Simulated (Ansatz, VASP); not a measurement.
# Cross-check of P between VASP and Ansatz, part 2 of 2

Aim: how closely do two programs agree when they are given the same cell, functional and k mesh? The cell is taken from a series of runs on this material, whose earlier steps may have relaxed, scaled, displaced or heated it; both programs get it as it stands.

VASP 6.6.1 and Ansatz 0.2.0.

So far: The structure; Ansatz: relaxation of cell and atoms, PBEsol, pair 1; VASP: relaxation of cell and atoms, PBEsol, pair 1; Comparison.

## (5) Ansatz: relaxation of cell and atoms, PBEsol, pair 2

Level of this step: Ansatz beside VASP: Kohn-Sham DFT, plane waves, PBEsol (Ansatz).

The relaxed volume is the usual yardstick between codes: in a stiff, nearly cubic crystal its relative difference is about their pressure difference at one cell divided by the bulk modulus.

The cell is taken from a series of runs on this material, whose earlier steps may have relaxed, scaled, displaced or heated it; both programs get it as it stands.

File input.yaml:

```yaml
crystal:
  lattice:
    - [1.6586879425, -5.1455145121, 0.0]
    - [1.6586879425, 5.1455145121, 0.0]
    - [0.0, 0.0, 4.1978469873]
  atoms:
    - { symbol: P, position: [0.8947219338, 0.1052780662, 0.0729316718] }
    - { symbol: P, position: [0.6052780662, 0.3947219338, 0.5729316718] }
    - { symbol: P, position: [0.1052780662, 0.8947219338, 0.9270683282] }
    - { symbol: P, position: [0.3947219338, 0.6052780662, 0.4270683282] }
kpoints:
  mp_grid: { grid: [16, 16, 10] }
hamiltonian:
  xc: pbesol
  pseudopotentials: { kind: paw, azcp: { folder: soft_1 }, xc_functional: pbe }
scf:
  occupations: { method: methfessel_paxton, width: 0.2 }
  lower_state_search: "off"
output:
  forces: true
  stress: true
  eigenvalues: true
relax:
  adjacent_minimum: "off"
  f_tol: 0.001
  max_steps: 60
  cell: { stress_tol: 0.01 }
```

On the command line:

```bash
> ansatz run input.yaml --threads 4 --pin off --max-ram 16384MiB --backend cpu --events-out ev --progress --plain --runs-dir out
```

Numbers of over 12 decimals in the logs are rounded to 6 here.

The program printed:

```text
[...]
Crystal: 4 atoms, lattice volume = 71.656 Å³
Basis set: ecut = 420 eV, 1403 PW (Γ), exchange–correlation on 80×80×60 points (8 copies of the dense FFT grid, shifted against one another)
Bands: 14, of which v1, the nominal top of the filled ones, is band 10 counted from 1 (9 counted from 0)
Symmetry: 8 space group operations
[...]
k-points: 438 of 2560
[...]
--- Relaxed structure (4 steps of the walk, 4 accepted, 1 SCFs on fresh bases) ---
[...]
cell:  # Å, volume = 71.7252 Å³
    - [1.658201, -5.148264, 0]
    - [1.658201, 5.148264, 0]
    - [-1.0191775638725805e-19, 0, 4.200916]
  atoms:
    - { symbol: P, position: [0.894800, 0.105200, 0.073030] }
    - { symbol: P, position: [0.605200, 0.394800, 0.573030] }
    - { symbol: P, position: [0.105200, 0.894800, 0.926970] }
    - { symbol: P, position: [0.394800, 0.605200, 0.426970] }
[key lines of the parts left out:]
SCF converged after 6 iterations
Free energy (F): -2960.143836 eV
Fermi energy:    8.228646 eV
P = ⅓ Tr σ = 0.0022 GPa (0.022 kbar)
```

## (6) VASP: relaxation of cell and atoms, PBEsol, pair 2

The same cell, functional, mesh and smearing now go to VASP, with its own data sets.

File INCAR:

```
SYSTEM = P
PREC = Accurate
ENCUT = 500
EDIFF = 1E-07
NELM = 120
ISMEAR = 1
SIGMA = 0.2
LREAL = .FALSE.
ALGO = Normal
GGA = PS
NBANDS = 16
LORBIT = 11
LWAVE = .FALSE.
LCHARG = .FALSE.
ISIF = 3
IBRION = 2
NSW = 80
EDIFFG = -0.005
LASPH = .TRUE.
GGA_COMPAT = .FALSE.
NELMIN = 4
KPAR = 2
```

File POSCAR:

```
P
1.0
    1.6586880000     -5.1455150000      0.0000000000
    1.6586880000      5.1455150000      0.0000000000
    0.0000000000      0.0000000000      4.1978470000
P
4
Direct
    0.8947219083      0.1052780917      0.0729316719
    0.6052780917      0.3947219083      0.5729315528
    0.1052780917      0.8947219083      0.9270683281
    0.3947219083      0.6052780917      0.4270682090
```

File KPOINTS:

```
Automatic mesh
0
Gamma
16 16 10
0 0 0
```

The projector-augmented-wave data sets are P (PBE family, release 64).

On the command line:

```bash
> mpirun -np 2 vasp_std
```

The program printed:

```text
[banner, memory and clock lines left out]
running    2 mpi-ranks, on    1 nodes
[...]
[... a notice as in an earlier step ...]

 LDA part: xc-table for (Slater+PW92), standard interpolation
 POSCAR, INCAR and KPOINTS ok, starting setup
[...]
entering main loop
       N       E                     dE             d eps       ncg     rms          rms(c)
DAV:   1     0.541012327236E+02    0.54101E+02   -0.82863E+03 14016   0.104E+03
DAV:   2    -0.201066590620E+02   -0.74208E+02   -0.71633E+02 19144   0.159E+02
DAV:   3    -0.231969940251E+02   -0.30903E+01   -0.30722E+01 19144   0.345E+01
DAV:   4    -0.232265550610E+02   -0.29561E-01   -0.29552E-01 17536   0.406E+00
[...]
DAV:  11    -0.230492560555E+02   -0.16632E-05   -0.84709E-06 18240   0.207E-02    0.115E-02
DAV:  12    -0.230492561939E+02   -0.13831E-06   -0.41686E-07 17064   0.411E-03    0.276E-03
DAV:  13    -0.230492561424E+02    0.51460E-07   -0.91401E-08  9752   0.197E-03
   1 F= -.23049256E+02 E0= -.23049571E+02  d E =-.230493E+02
[... from here on, the cycles between the ionic steps are left out ...]
   2 F= -.23049340E+02 E0= -.23049644E+02  d E =-.834616E-04
   3 F= -.23049360E+02 E0= -.23049668E+02  d E =-.104282E-03
   4 F= -.23049417E+02 E0= -.23049718E+02  d E =-.562185E-04
   5 F= -.23049487E+02 E0= -.23049770E+02  d E =-.126778E-03
   6 F= -.23049531E+02 E0= -.23049810E+02  d E =-.438173E-04
   7 F= -.23049587E+02 E0= -.23049857E+02  d E =-.100282E-03
   8 F= -.23049603E+02 E0= -.23049872E+02  d E =-.157542E-04
 trial-energy change:   -0.000016  1 .order   -0.000015   -0.000035    0.000004
 step:   0.7454(harm=  0.7383)  dis= 0.00051  next Energy=   -23.049603 (dE=-0.160E-04)
 reached required accuracy - stopping structural energy minimisation
```

Parts of OUTCAR (step 6):

```text
  Total        0.0059307      0.0022338     -0.0010894      0.0000000      0.0000000      0.0000000
  in kB        0.1319270      0.0496893     -0.0242337      0.0000000      0.0000000      0.0000000
  external PRESSURE =       0.0524608 kB  Pullay stress =       0.0000000 kB

 POSITION                                       TOTAL-FORCE (eV/Angst)
 -----------------------------------------------------------------------------------
      1.65643     -4.07428      0.31176         0.000000      0.000619      0.001332
      1.65643     -1.08063      2.42053         0.000000     -0.000619      0.001332
      1.65643      4.07428      3.90577         0.000000     -0.000619     -0.001332
      1.65643      1.08063      1.79701         0.000000      0.000619     -0.001332
 -----------------------------------------------------------------------------------
    total drift:                                0.000000     -0.000022      0.000225

  FREE ENERGIE OF THE ION-ELECTRON SYSTEM (eV)
  ---------------------------------------------------
  free  energy   TOTEN  =       -23.0496032384 eV

  energy  without entropy=      -23.0504107902  energy(sigma->0) =      -23.04987242

[... 1 part as in an earlier step ...]

[... 3 further parts left out ...]
[key lines of the parts left out:]
E-fermi :   7.1108
```

## (7) Side by side

Both answers:

| quantity | Ansatz | VASP | difference |
| --- | --- | --- | --- |
| volume (Å³) | 71.73 | 72.02 | -0.42 % |
| edge a after relaxation, in the typed setting (Å) | 5.409 | 5.415 | -0.11 % |
| edge c after relaxation, in the typed setting (Å) | 4.201 | 4.218 | -0.39 % |

## (8) What came out

```yaml
difference_in_volume_relaxation_of_cell_and_atoms_pbesol_pair_1: -0.43 %
difference_in_volume_relaxation_of_cell_and_atoms_pbesol_pair_2: -0.42 %
```

**Reading.** The difference in volume is -0.43 % (relaxation of cell and atoms, PBEsol, pair 1), within the 1.2 % picked in this series as the mark of a large difference, as far as the stopping tolerances let one tell. Such differences can come from data sets, numerical settings and the points named under the comparisons, not from the functional's error against experiment.

[Lines on the potential files, build, host, timing and source positions are cut from VASP's logs without a mark.]

[Logs are printed without paths, hosts, clocks, repeated set-up lines and the standing remarks that a program may print on its own settings, such as how far it seeks lower states.]

[Hosts, paths, dates, database ids (printed as entryN), source tags and the programs' standing remarks are cut or masked in the printed files.]
